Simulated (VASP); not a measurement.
All values below come from PBE GGA, VASP's PBE PAW potentials (set 64) (plane waves; VASP).

VASP ran on this input.

**INCAR**
```
ALGO  =  Fast
EDIFF  =  1E-5
EDIFFG  =  -0.03
ENCUT  =  400
GGA  =  PE
IBRION  =  2
ISIF  =  2
ISMEAR  =  0
ISPIN  =  2
ISYM  =  0
LASPH  =  T
LCHARG  =  F
LMAXMIX  =  4
LORBIT  =  10
LREAL  =  Auto
LWAVE  =  T
MAGMOM  =  63*0.0159
NELECT  =  251.0
NELM  =  100
NELMIN  =  4
NSW  =  70
NUPDOWN  =  1
PREC  =  Normal
SIGMA  =  0.05
SYSTEM  =  C31GeSi31
```

File POSCAR:
```
C31GeSi31
1
    8.7583314357     0.0000000000     0.0000000000
    0.0000000000     8.7583314357    -0.0000000000
   -0.0000000000    -0.0000000000     8.7583314357
Si C Ge
31 31 1
Direct
  0.5000000000   0.0000000000   0.0000000000
  0.7500000000   0.2500000000   0.0000000000
  0.7500000000   0.0000000000   0.2500000000
  0.0000000000   0.0000000000   0.0000000000
  0.2500000000   0.2500000000   0.0000000000
  0.5000000000   0.5000000000   0.0000000000
  0.7500000000   0.7500000000   0.0000000000
  0.2500000000   0.0000000000   0.2500000000
  0.5041670000   0.2445660000   0.2475920000
  0.7533150000   0.4995080000   0.2443460000
  0.5000000000   0.0000000000   0.5000000000
  0.7444380000   0.2453720000   0.5032600000
  0.7500000000   0.0000000000   0.7500000000
  0.0000000000   0.5000000000   0.0000000000
  0.2500000000   0.7500000000   0.0000000000
  0.0000000000   0.2500000000   0.2500000000
  0.2500000000   0.5000000000   0.2500000000
  0.5000000000   0.7500000000   0.2500000000
  0.0000000000   0.0000000000   0.5000000000
  0.2500000000   0.2500000000   0.5000000000
  0.7500000000   0.7500000000   0.5000000000
  0.2500000000   0.0000000000   0.7500000000
  0.5000000000   0.2500000000   0.7500000000
  0.7500000000   0.5000000000   0.7500000000
  0.0000000000   0.7500000000   0.2500000000
  0.0000000000   0.5000000000   0.5000000000
  0.2500000000   0.7500000000   0.5000000000
  0.0000000000   0.2500000000   0.7500000000
  0.2500000000   0.5000000000   0.7500000000
  0.5000000000   0.7500000000   0.7500000000
  0.0000000000   0.7500000000   0.7500000000
  0.6302250000   0.1277140000   0.1286260000
  0.8761070000   0.3703190000   0.1232250000
  0.8773360000   0.1260250000   0.3698390000
  0.1250000000   0.1250000000   0.1250000000
  0.3774010000   0.3711080000   0.1285640000
  0.6228030000   0.6197830000   0.1220020000
  0.8750000000   0.8750000000   0.1250000000
  0.3750130000   0.1238310000   0.3776140000
  0.8740750000   0.6230580000   0.3761940000
  0.6207690000   0.1252410000   0.6233710000
  0.8741630000   0.3715360000   0.6264230000
  0.8750000000   0.1250000000   0.8750000000
  0.1250000000   0.6250000000   0.1250000000
  0.3750000000   0.8750000000   0.1250000000
  0.1250000000   0.3750000000   0.3750000000
  0.3784970000   0.6293540000   0.3759960000
  0.6250000000   0.8750000000   0.3750000000
  0.1250000000   0.1250000000   0.6250000000
  0.3761950000   0.3713920000   0.6236390000
  0.6279980000   0.6224430000   0.6197830000
  0.8750000000   0.8750000000   0.6250000000
  0.3750000000   0.1250000000   0.8750000000
  0.6250000000   0.3750000000   0.8750000000
  0.8750000000   0.6250000000   0.8750000000
  0.1250000000   0.8750000000   0.3750000000
  0.1250000000   0.6250000000   0.6250000000
  0.3750000000   0.8750000000   0.6250000000
  0.1250000000   0.3750000000   0.8750000000
  0.3750000000   0.6250000000   0.8750000000
  0.6250000000   0.8750000000   0.8750000000
  0.1250000000   0.8750000000   0.8750000000
  0.4975170000   0.5023320000   0.4971770000
```

File KPOINTS:
```
Automatic mesh
0
gamma
 1 1 1
0 0 0
```

POTCAR, in this order: Si C Ge (PBE.64 set). Program: vasp_gam.

Problem. What will the output report for the number of irreducible k-points (NKPTS), largest plane-wave count, FFT grid (NGX, NGY, NGZ)?

Solution. 
```yaml
number of irreducible k-points (NKPTS): 1
largest_plane_wave_count: 6075
FFT grid (NGX, NGY, NGZ): 48 × 48 × 48
```

The cell is a supercell with a defect, built from SiC (zinc blende): Ge_Si-vac_C, charge +1.
